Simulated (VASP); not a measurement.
```xyz
4
Lattice="3.9966 0.0000 0.0000 0.0000 3.9966 0.0000 0.0000 0.0000 5.2615" Properties=species:S:1:pos:R:3 pbc="T T T"
Pb     1.9983     0.0000     4.0710
Pb    -0.1000     1.9983     1.1905
O      1.9983     1.9983     0.0000
O      0.0000     0.0000     0.0000
```

Method: r2SCAN meta-GGA, VASP's PBE PAW potentials (set 64) (plane waves; VASP). Run with 600 eV cut-off, 6×6×4 Γ-centred mesh, Gaussian smearing of 0.050 eV, potentials Pb_d O.

Problem. Which forces act on the atoms, in eV/Å?

Solution. 
| atom | Fx | Fy | Fz |
|---|---|---|---|
| Pb1 | -0.117 | 0.000 | 0.008 |
| Pb2 | 0.474 | 0.000 | 0.064 |
| O3 | -0.293 | 0.000 | -0.083 |
| O4 | -0.065 | 0.000 | 0.011 |

Problem. Give the stress tensor in GPa (positive for a compressed cell).

Solution. 
```
0.39  0.00  1.18
0.00  0.00  0.00
1.18  0.00  0.17
```
The pressure is its mean diagonal, 0.19 GPa.

The compound is PbO in the litharge structure. This cell was strained or had an atom moved on purpose.
